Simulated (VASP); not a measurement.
Given:

```xyz
1
Lattice="-1.4350 1.4350 1.4350 1.4350 -1.4350 1.4350 1.4350 1.4350 -1.4350" Properties=species:S:1:pos:R:3 pbc="T T T"
Fe     0.0000     0.0000     0.0000
```
Starting moments (μB, in the order of the record's atoms Fe): 2.5.

Computed with r2SCAN meta-GGA, VASP's PBE PAW potentials (set 64) (plane waves; VASP 6.6.1). Settings: 480 eV cut-off, 16×16×16 Γ-centred mesh, first-order Methfessel-Paxton smearing of 0.10 eV, potentials Fe.

### Question
The ions, cell shape and volume are relaxed. What does this cell relax into?

### Answer

```xyz
1
Lattice="-1.4289 1.4289 1.4289 1.4289 -1.4289 1.4289 1.4289 1.4289 -1.4289" Properties=species:S:1:pos:R:3 pbc="T T T"
Fe     0.0000     0.0000     0.0000
```
Space group Im-3m (229), at a tolerance of 0.03 Å. The cell ends with 2.60 μB, on the sites 2.67 μB.

### Question
How do energy and volume change from the first to the last step?

### Answer
The energy (σ→0) changes by -1.0 meV/atom and the volume by -1.3 %, in 3 ionic steps.

The compound is Fe in the bcc structure. This run relaxes it. Symmetry was kept, so distortions that lower it aren't found.
